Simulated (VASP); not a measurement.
Computed with vdW-DF2, VASP's PBE PAW potentials (set 64) (plane waves; VASP 6.6.1).

VASP ran on this input.

### POSCAR
```
CrO2
1
    4.5550788024     0.0000000000     0.0000000000
    0.0000000000     4.5550788024     0.0000000000
    0.0000000000     0.0000000000     3.0071234102
Cr O
2 4
Direct
  0.0000000000   0.0000000000   0.0000000000
  0.5000000000   0.5000000000   0.5000000000
  0.3030280146   0.3030280146   0.0000000000
  0.8030280146   0.1969719854   0.5000000000
  0.1969719854   0.8030280146   0.5000000000
  0.6969719854   0.6969719854   0.0000000000
```

INCAR:
```
# general
SYSTEM  =CrO2
PREC    =Accurate
ENCUT   =520   # plane-wave cut-off (eV)
LREAL   =F   # projection in real space or not
LASPH   =T

# electronic loop
EDIFF   =1E-7   # SCF stop (eV)
NELM    =100
ALGO    =Normal   # blocked Davidson
LMAXMIX =4   # l cut-off of mixed one-centre charges

# smearing
ISMEAR  =1
SIGMA   =0.1   # width (eV)

# functional
GGA     =ML
LUSE_VDW=T
AGGAC   =0.0
ZAB_VDW =-1.8867

# spin
ISPIN   =2
MAGMOM  =2.1 2.1 -0.1 -0.1 -0.1 -0.1

# ions
IBRION  =2
NSW     =30
ISIF    =4   # ions and shape, fixed volume
EDIFFG  =-0.01

# output
LWAVE   =F
LCHARG  =F
LORBIT  =10
```

**KPOINTS**
```
Automatic mesh
0
G
7 7 10
0 0 0
```

POTCAR, in this order: Cr_pv O (PBE.64 set). Program: vasp_std.

Output of the run:

**OUTCAR**
```
 ion  position               nearest neighbor table
   1  0.000  0.000  0.000-   3 1.95   6 1.95   5 1.97   4 1.97   4 1.97   5 1.97
   2  0.500  0.500  0.500-   4 1.95   5 1.95   3 1.97   6 1.97   3 1.97   6 1.97
   3  0.303  0.303  0.000-   1 1.95   2 1.97   2 1.97
   4  0.803  0.197  0.500-   2 1.95   1 1.97   1 1.97
   5  0.197  0.803  0.500-   2 1.95   1 1.97   1 1.97
   6  0.697  0.697  0.000-   1 1.95   2 1.97   2 1.97
  LATTYP: Found a simple tetragonal cell.
 ALAT       =     4.5550788024
 C/A-ratio  =     0.6601693496
 Subroutine PRICEL returns:
 Original cell was already a primitive cell.
 Subroutine GETGRP returns: Found 16 space group operations
The static configuration has the point symmetry D_2h.
 The point group associated with its full space group is D_4h.
The dynamic configuration has the point symmetry D_2h.
The overall configuration has the point symmetry D_2h.
 Subroutine INISYM returns: Found 16 space group operations
 Subroutine IBZKPT returns following result:
 Found     60 irreducible k-points:

 Following reciprocal coordinates:
            Coordinates               Weight
  0.000000  0.000000  0.000000      1.000000
  0.142857  0.000000  0.000000      4.000000
  0.285714  0.000000  0.000000      4.000000
  0.428571  0.000000  0.000000      4.000000
  0.142857  0.142857  0.000000      4.000000
  0.285714  0.142857  0.000000      8.000000
  0.428571  0.142857  0.000000      8.000000
  0.285714  0.285714  0.000000      4.000000
  0.428571  0.285714  0.000000      8.000000
  0.428571  0.428571  0.000000      4.000000
  0.000000  0.000000  0.100000      2.000000
  0.142857  0.000000  0.100000      8.000000
  0.285714  0.000000  0.100000      8.000000
  0.428571  0.000000  0.100000      8.000000
  0.142857  0.142857  0.100000      8.000000
  0.285714  0.142857  0.100000     16.000000
  0.428571  0.142857  0.100000     16.000000
...
```

OSZICAR:
```
       N       E                     dE             d eps       ncg     rms          rms(c)
DAV:   1     0.621457540557E+03    0.62146E+03   -0.26735E+04  7208   0.176E+03
DAV:   2     0.196741032966E+02   -0.60178E+03   -0.56404E+03  7904   0.516E+02
DAV:   3    -0.540929507892E+02   -0.73767E+02   -0.72113E+02  8468   0.172E+02
DAV:   4    -0.560718299203E+02   -0.19789E+01   -0.19087E+01  8640   0.280E+01
DAV:   5    -0.561216253631E+02   -0.49795E-01   -0.48348E-01  9072   0.451E+00    0.373E+01
DAV:   6    -0.516893489864E+02    0.44323E+01   -0.22070E+02  8536   0.103E+02    0.550E+01
DAV:   7    -0.404204049316E+02    0.11269E+02   -0.14107E+02  9146   0.116E+02    0.179E+01
DAV:   8    -0.379699776716E+02    0.24504E+01   -0.96825E+00  7834   0.240E+01    0.924E+00
DAV:   9    -0.369281611088E+02    0.10418E+01   -0.38737E+00  9746   0.154E+01    0.318E+00
DAV:  10    -0.369713849261E+02   -0.43224E-01   -0.25913E-01  7810   0.412E+00    0.179E+00
DAV:  11    -0.369532534604E+02    0.18131E-01   -0.10527E-01  8588   0.326E+00    0.631E-01
DAV:  12    -0.369561969389E+02   -0.29435E-02   -0.15834E-02  9454   0.985E-01    0.562E-01
DAV:  13    -0.369539096078E+02    0.22873E-02   -0.48136E-03  8760   0.742E-01    0.250E-01
DAV:  14    -0.369536113000E+02    0.29831E-03   -0.12859E-03 10034   0.329E-01    0.844E-02
DAV:  15    -0.369535795120E+02    0.31788E-04   -0.17581E-04  9474   0.106E-01    0.392E-02
DAV:  16    -0.369535797909E+02   -0.27887E-06   -0.20261E-05  9574   0.334E-02    0.127E-02
DAV:  17    -0.369535787340E+02    0.10569E-05   -0.15187E-06  8658   0.979E-03    0.480E-03
DAV:  18    -0.369535785176E+02    0.21643E-06   -0.66709E-07  7650   0.758E-03    0.165E-03
DAV:  19    -0.369535784369E+02    0.80710E-07   -0.10190E-07  4368   0.262E-03
   1 F= -.36953578E+02 E0= -.36953780E+02  d E =-.369536E+02  mag=     4.0000
       N       E                     dE             d eps       ncg     rms          rms(c)
DAV:   1    -0.369569473060E+02   -0.33688E-02   -0.51614E-01  7212   0.509E+00    0.439E-01
DAV:   2    -0.369560496196E+02    0.89769E-03   -0.15738E-02  8754   0.100E+00    0.319E-01
DAV:   3    -0.369554876102E+02    0.56201E-03   -0.27231E-03  9792   0.508E-01    0.227E-01
DAV:   4    -0.369551064163E+02    0.38119E-03   -0.21139E-03 10364   0.405E-01    0.170E-01
DAV:   5    -0.369550818585E+02    0.24558E-04   -0.24163E-04  9498   0.145E-01    0.884E-02
DAV:   6    -0.369550719307E+02    0.99277E-05   -0.23062E-05 10198   0.378E-02    0.639E-02
DAV:   7    -0.369550691803E+02    0.27504E-05   -0.12751E-05 10712   0.255E-02    0.872E-03
DAV:   8    -0.369550687957E+02    0.38459E-06   -0.71783E-07  7182   0.659E-03    0.414E-03
DAV:   9    -0.369550689438E+02   -0.14805E-06   -0.13688E-07  4986   0.285E-03    0.185E-03
DAV:  10    -0.369550690599E+02   -0.11606E-06   -0.34384E-08  4026   0.150E-03    0.606E-04
DAV:  11    -0.369550690562E+02    0.36507E-08   -0.12711E-08  3942   0.801E-04
   2 F= -.36955069E+02 E0= -.36955260E+02  d E =-.149062E-02  mag=     4.0000
       N       E                     dE             d eps       ncg     rms          rms(c)
DAV:   1    -0.369555386957E+02   -0.46964E-03   -0.86384E-02  7212   0.208E+00    0.181E-01
DAV:   2    -0.369553832963E+02    0.15540E-03   -0.26416E-03  8730   0.410E-01    0.131E-01
DAV:   3    -0.369552930474E+02    0.90249E-04   -0.46216E-04  9800   0.209E-01    0.928E-02
DAV:   4    -0.369552303018E+02    0.62746E-04   -0.35698E-04 10356   0.166E-01    0.700E-02
DAV:   5    -0.369552262242E+02    0.40777E-05   -0.40691E-05  9502   0.594E-02    0.363E-02
DAV:   6    -0.369552247529E+02    0.14713E-05   -0.38494E-06 10170   0.153E-02    0.262E-02
DAV:   7    -0.369552242202E+02    0.53268E-06   -0.21248E-06 10700   0.104E-02    0.365E-03
DAV:   8    -0.369552240521E+02    0.16810E-06   -0.11277E-07  4906   0.272E-03    0.167E-03
DAV:   9    -0.369552241074E+02   -0.55273E-07   -0.31879E-08  3978   0.130E-03
   3 F= -.36955224E+02 E0= -.36955419E+02  d E =-.164567E-02  mag=     4.0000
```

OUTCAR:
```
------------------------ aborting loop because EDIFF is reached ----------------------------------------
  FORCE on cell =-STRESS in cart. coord.  units (eV):
  Direction    XX          YY          ZZ          XY          YZ          ZX
  --------------------------------------------------------------------------------------
  Total       -2.2783360     -2.2783360     -2.2838405     -0.0000000      0.0000000      0.0000000
  in kB      -58.5039678    -58.5039678    -58.6453130     -0.0000000      0.0000000      0.0000000
  external PRESSURE =     -58.5510828 kB  Pullay stress =       0.0000000 kB
  volume of cell :       62.39
      direct lattice vectors                 reciprocal lattice vectors
     4.563196604  0.000000000  0.000000000     0.219144623 -0.000000000  0.000000000
     0.000000000  4.563196604  0.000000000    -0.000000000  0.219144623  0.000000000
     0.000000000  0.000000000  2.996433747     0.000000000  0.000000000  0.333730055
 POSITION                                       TOTAL-FORCE (eV/Angst)
 -----------------------------------------------------------------------------------
      0.00000      0.00000      0.00000        -0.000000      0.000000      0.000000
      2.28160      2.28160      1.49822        -0.000000      0.000000      0.000000
      1.38636      1.38636      0.00000         0.001301      0.001301      0.000000
      3.66796      0.89524      1.49822         0.001301     -0.001301      0.000000
      0.89524      3.66796      1.49822        -0.001301      0.001301      0.000000
      3.17683      3.17683      0.00000        -0.001301     -0.001301      0.000000
 -----------------------------------------------------------------------------------
    total drift:                                0.000000      0.000000      0.000000
  FREE ENERGIE OF THE ION-ELECTRON SYSTEM (eV)
  ---------------------------------------------------
  free  energy   TOTEN  =       -36.9552241074 eV

  energy  without entropy=      -36.9558081196  energy(sigma->0) =      -36.95541878

 total charge

# of ion       s       p       d       tot
------------------------------------------
    1        0.303   6.372   3.917  10.593
    2        0.303   6.372   3.917  10.593
    3        1.568   3.440   0.000   5.007
    4        1.568   3.440   0.000   5.007
    5        1.568   3.440   0.000   5.007
    6        1.568   3.440   0.000   5.007
--------------------------------------------------
tot          6.877  26.503   7.834  41.214

 magnetization (x)

# of ion       s       p       d       tot
------------------------------------------
    1        0.028   0.023   2.061   2.113
    2        0.028   0.023   2.061   2.113
    3       -0.002  -0.073   0.000  -0.075
    4       -0.002  -0.073   0.000  -0.075
    5       -0.002  -0.073   0.000  -0.075
    6       -0.002  -0.073   0.000  -0.075
--------------------------------------------------
tot          0.050  -0.247   4.122   3.925

 reached required accuracy - stopping structural energy minimisation
```
(Selected blocks of OUTCAR.)

CONTCAR:
```
CrO2
   1.00000000000000
     4.5631966037454026    0.0000000000000000    0.0000000000000000
     0.0000000000000000    4.5631966037454026    0.0000000000000000
     0.0000000000000000    0.0000000000000000    2.9964337471725306
  Cr              O
     2     4
Direct
     0.0000000000000000    0.0000000000000000    0.0000000000000000
     0.5000000000000000    0.5000000000000000    0.5000000000000000
     0.3038137500318618    0.3038137500318618    0.0000000000000000
     0.8038137500318617    0.1961862499681382    0.5000000000000000
     0.1961862499681382    0.8038137500318617    0.5000000000000000
     0.6961862499681383    0.6961862499681383    0.0000000000000000
```

The compound is CrO2 in the rutile structure. This cell is one point of a volume scan, at 1.03 of the reference volume. Symmetry was kept, so distortions that lower it aren't found.
